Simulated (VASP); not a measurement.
An input for Quantum ESPRESSO's pw.x (written as the equivalent of a VASP run, and not itself run):

```
&CONTROL
  calculation = 'vc-relax'
  pseudo_dir = './pseudo'
  outdir = './out'
  tprnfor = .true.
  tstress = .true.
  nstep = 60
  forc_conv_thr = 0.00078
/
&SYSTEM
  ibrav = 0
  nat = 4
  ntyp = 3
  ecutwfc = 84
  occupations = 'smearing'
  smearing = 'gaussian'
  degauss = 0.003675
  input_dft = 'pz'
/
&ELECTRONS
  conv_thr = 7.3e-08
  electron_maxstep = 100
/
&IONS
/
&CELL
/
ATOMIC_SPECIES
  Mg 24.305 Mg.upf
  Zn 65.380 Zn.upf
  O 15.999 O.upf
CELL_PARAMETERS angstrom
     3.2179606    0.0000000    0.0000000
    -1.6089803    2.7868355    0.0000000
     0.0000000    0.0000000    5.0749737
ATOMIC_POSITIONS crystal
  Mg   0.3333330  0.6666670  0.4968918
  Zn   0.6666670  0.3333330  0.0034966
  O    0.3333330  0.6666670  0.8834314
  O    0.6666670  0.3333330  0.3881702
K_POINTS automatic
  7 7 4 0 0 0
```

### Question
Translate this input to VASP (INCAR, KPOINTS, POSCAR, choice of POTCAR).

### Answer
One answer among several that fit: 
### INCAR
```
IBRION=2   ! conjugate gradients
ENCUT=520
NSW=60   ! most ionic steps
LWAVE=.FALSE.
NELM=100
LASPH=.TRUE.   ! aspherical one-centre terms
SIGMA=0.05   ! width (eV)
LMAXMIX=4
EDIFFG=-0.02   ! ionic stop
ALGO=Normal   ! blocked Davidson
PREC=Accurate
EDIFF=1E-6
ISMEAR=0
ISIF=3   ! ions, shape and volume
LCHARG=.FALSE.
SYSTEM=MgZnO2
LREAL=.FALSE.   ! projection in real space or not
```

File POSCAR:
```
MgZnO2
1
    3.2179606005     0.0000000000     0.0000000000
   -1.6089803003     2.7868354653     0.0000000000
    0.0000000000     0.0000000000     5.0749737036
Mg Zn O
1 1 2
Direct
  0.3333330000   0.6666670000   0.4968917769
  0.6666670000   0.3333330000   0.0034966112
  0.3333330000   0.6666670000   0.8834313660
  0.6666670000   0.3333330000   0.3881702458
```

KPOINTS:
```
Automatic mesh
0
Gamma
7 7 4
0 0 0
```

POTCAR, in this order: Mg Zn O (LDA.64 set). Program: vasp_std.

The two are equivalent in intent, not identical: the potentials are each code's own (VASP's PAW set, PseudoDojo norm-conserving files in pw.x), so ENCUT and ecutwfc are chosen apart and not converted; conv_thr bounds pw.x's estimated SCF error, while EDIFF bounds the energy change between steps; forc_conv_thr acts on force components and is met together with etot_conv_thr.

The structure comes from a computed database's MgZnO2 entry (P3m1); how it stands against other phases isn't given here. This run relaxes it. Symmetry was kept, so distortions that lower it aren't found. The start is the result of an earlier pass.
